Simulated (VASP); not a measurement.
All values below come from LDA (Ceperley-Alder, Perdew-Zunger), VASP's LDA PAW potentials (set 64) (plane waves; VASP 6.6.1).

VASP ran on this input.

### KPOINTS
```
Automatic mesh
0
Gamma
8 8 8
0 0 0
```

File POSCAR:
```
Al3Sc
7.9838090
  0.5000000290   0.0000000000   0.0000000000
  0.0000000000   0.5000000290   0.0000000000
  0.0000000000   0.0000000000   0.5000000290
Sc Al
1 3
Cart
  0.0000000000   0.0000000000   0.0000000000
  0.0000000000   0.2500000145   0.2500000145
  0.2500000145   0.0000000000   0.2500000145
  0.2500000145   0.2500000145   0.0000000000
```

INCAR:
```
! general
SYSTEM  = Al3Sc
PREC    = Accurate
ENCUT   = 520
LREAL   = .False.
LASPH   = .True.

! electronic loop
EDIFF   = 1E-7
NELM    = 100
ALGO    = Normal
LMAXMIX = 4

! smearing
ISMEAR  = 1
SIGMA   = 0.1

! ions
ISIF    = 2

! output
LWAVE   = .False.
LCHARG  = .False.
```

POTCAR, in this order: Sc_sv Al (LDA.64 set). Program: vasp_std.

Problem. What does the run give for the energy per atom (σ→0), pressure, band gap (on the k-mesh)?

Solution. 
```yaml
energy per atom (σ→0): -5.317 eV/atom
band gap (on the k-mesh): none (metal, semimetal or under 0.01 eV)
pressure: 3.26 GPa
```

File OSZICAR:
```
...
DAV:   7    -0.212959447063E+02    0.62085E-01   -0.97345E-02  1418   0.301E+00    0.218E+00
DAV:   8    -0.212690483634E+02    0.26896E-01   -0.39598E-02  1588   0.181E+00    0.236E-01
DAV:   9    -0.212686935014E+02    0.35486E-03   -0.32972E-03  1268   0.695E-01    0.150E-01
DAV:  10    -0.212685947470E+02    0.98754E-04   -0.24968E-04  1568   0.201E-01    0.670E-02
DAV:  11    -0.212685889661E+02    0.57809E-05   -0.23805E-05  1306   0.401E-02    0.425E-02
DAV:  12    -0.212685848633E+02    0.41028E-05   -0.16063E-05  1596   0.519E-02    0.374E-03
DAV:  13    -0.212685848647E+02   -0.13235E-08   -0.30171E-07  1104   0.610E-03
   1 F= -.21268585E+02 E0= -.21268241E+02  d E =-.103227E-02
```

The compound is Al3Sc in the L1_2 structure. This cell is one point of a volume scan, at 0.97 of the reference volume.
